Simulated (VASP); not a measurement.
VASP ran on this input.

File POSCAR:
```
ZnSe
1
    0.0000000000     2.8960658378     2.8960658378
    2.8960658378     0.0000000000     2.8960658378
    2.8960658378     2.8960658378     0.0000000000
Zn Se
1 1
Direct
  0.0000000000   0.0000000000   0.0000000000
  0.2500000000   0.2500000000   0.2500000000
```

### INCAR
```
# general
SYSTEM  = ZnSe
PREC    = Accurate
ENCUT   = 520   # plane-wave cut-off (eV)
LREAL   = .FALSE.
LASPH   = .TRUE.   # aspherical one-centre terms

# electronic loop
EDIFF   = 1E-7   # SCF stop (eV)
NELM    = 100   # most electronic steps
ALGO    = Normal
LMAXMIX = 4

# smearing
ISMEAR  = 0   # Gaussian
SIGMA   = 0.05

# functional
GGA     = RE

# ions
ISIF    = 2

# output
LWAVE   = .FALSE.
LCHARG  = .FALSE.
```

KPOINTS:
```
K-points
0
G
 8 8 8
```

POTCAR, in this order: Zn Se (PBE.64 set). Program: vasp_std.

Write an equivalent input for Ansatz.

One equivalent input (not run):
Ansatz 0.2 input:
```yaml
crystal:
  lattice:
    - [0.0000000, 2.8960658, 2.8960658]
    - [2.8960658, 0.0000000, 2.8960658]
    - [2.8960658, 2.8960658, 0.0000000]
  atoms:
    - { symbol: Zn, position: [0.0000000, 0.0000000, 0.0000000] }
    - { symbol: Se, position: [0.2500000, 0.2500000, 0.2500000] }
kpoints:
  mp_grid: { grid: [8, 8, 8] }
hamiltonian:
  xc: revpbe
  pseudopotentials: { kind: paw }
scf:
  occupations: { method: gaussian, width: 0.05 }
  max_iter: 100
output: { forces: true, stress: true, eigenvalues: true }
```
What does not carry over: each code has its own PAW files, so the cut-off isn't converted (ENCUT is set for VASP's; basis.ecutwfc is left out, and Ansatz then takes the one that its files recommend); Ansatz stops its SCF on the density residual and VASP on the energy change (EDIFF).

The compound is ZnSe in the zinc blende structure. It was relaxed first, which changed the volume by +7 %.
